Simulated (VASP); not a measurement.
Here is the system:

```xyz
2
Lattice="1.4550 -2.5201 0.0000 1.4550 2.5201 0.0000 0.0000 0.0000 2.8400" Properties=species:S:1:pos:R:3 pbc="T T T"
W      0.0000     0.0000     0.0000
C      1.4550     0.8400     1.4200
```

These are PBE GGA, VASP's PBE PAW potentials (set 64) (plane waves; VASP 6.6.1) values and carry that method's errors. Run with 520 eV cut-off, 11×11×10 Γ-centred mesh, first-order Methfessel-Paxton smearing of 0.10 eV, potentials W_sv C.

### Question
Give the stress tensor in GPa (positive for a compressed cell).

### Answer

```
5.38  0.00  0.00
0.00  5.38  0.00
0.00  0.00  5.24
```
The pressure is its mean diagonal, 5.34 GPa.

The compound is WC in the wc structure. The cell was not relaxed at this level.
